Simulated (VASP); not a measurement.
A run of VASP 6.6.1:

Contents of INCAR:

```
SYSTEM = FeClO
ALGO = Normal ; EDIFF = 1E-6
ENCUT = 520 ; ISIF = 2
ISMEAR = 0 ; ISPIN = 2
LASPH = .TRUE. ; LCHARG = .FALSE.
LDAU = .TRUE. ; LDAUJ = 0 0 0
LDAUL = 2 -1 -1 ; LDAUPRINT = 1
LDAUTYPE = 2 ; LDAUU = 1 0 0
LMAXMIX = 4 ; LORBIT = 11
LREAL = .FALSE. ; LWAVE = .FALSE.
MAGMOM = 5 5 0 0 0 0 ; NBANDS = 34
NELM = 150 ; PREC = Accurate
SIGMA = 0.05
```

File KPOINTS:

```
k-points
0
G
  6 5 3
  0 0 0
```

File POSCAR:

```
FeClO
1.0
    3.3000005800      0.0000000000      0.0000000000
    0.0000000000      3.7500006600      0.0000000000
    0.0000000000      0.0000000000      7.6500013500
Fe Cl O
2 2 2
Direct
    0.5000000000      0.0000000000      0.0970000000
    0.0000000000      0.5000000000      0.9030000000
    0.0000000000      0.0000000000      0.3050000000
    0.5000000000      0.5000000000      0.6950000000
    0.0000000000      0.0000000000      0.9170000000
    0.5000000000      0.5000000000      0.0830000000
```

Potentials or basis: VASP PAW LDA potentials, release 64 (Fe, Cl, O).

Launch:

```console
$ cat potpaw_LDA.64/Fe/POTCAR potpaw_LDA.64/Cl/POTCAR potpaw_LDA.64/O/POTCAR > POTCAR
$ mpirun -np 1 vasp_std > vasp.out
```

Hardware: 1 thread of AMD EPYC 9R45 (Zen 5) (shared host).

Problem. How long does it take, and how much memory?

Solution. Run time: 110 s on 1 thread of AMD EPYC 9R45 (Zen 5), on a shared host, peak memory 0.22 GiB. Counts: scf iterations 17, k points 24.
